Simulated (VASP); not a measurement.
Given:

```
Ta5Si3
1.0
   -3.25245     3.25245     5.90883
    3.25245    -3.25245     5.90883
    3.25245     3.25245    -5.90883
Ta Si
10 6
Direct
  0.01450   0.18486   0.50000
  0.98550   0.81514   0.50000
  0.18486   0.68486   0.17036
  0.81514   0.31514   0.82964
  0.68486   0.51450   0.50000
  0.31514   0.48550   0.50000
  0.51450   0.01450   0.82964
  0.48550   0.98550   0.17036
  0.50000   0.50000   0.00000
  0.00000   0.00000   0.00000
  0.13004   0.63004   0.76007
  0.86996   0.36996   0.23993
  0.63004   0.86996   0.50000
  0.36996   0.13004   0.50000
  0.75000   0.75000   0.00000
  0.25000   0.25000   0.00000
```

All values below come from PBEsol GGA, VASP's PBE PAW potentials (set 64) (plane waves; VASP 6.6.1). Numerical set-up: LREAL = Auto, 400 eV cut-off, Gaussian smearing of 0.050 eV, potentials Ta_pv Si.

Unless said otherwise, spin-orbit coupling is left out, though it shifts the bands of the heavy elements here.

Question: What does the run give for the band gap (along the path) with the smallest direct gap where there is one?

Answer: 
```
Quantity                                                      Value
-------------------------  ----------------------------------------
band gap (along the path)  none (metal, semimetal or under 0.01 eV)
```

The structure comes from a computed database's Ta5Si3 entry (I4/mcm); how it stands against other phases isn't given here. It was relaxed first.
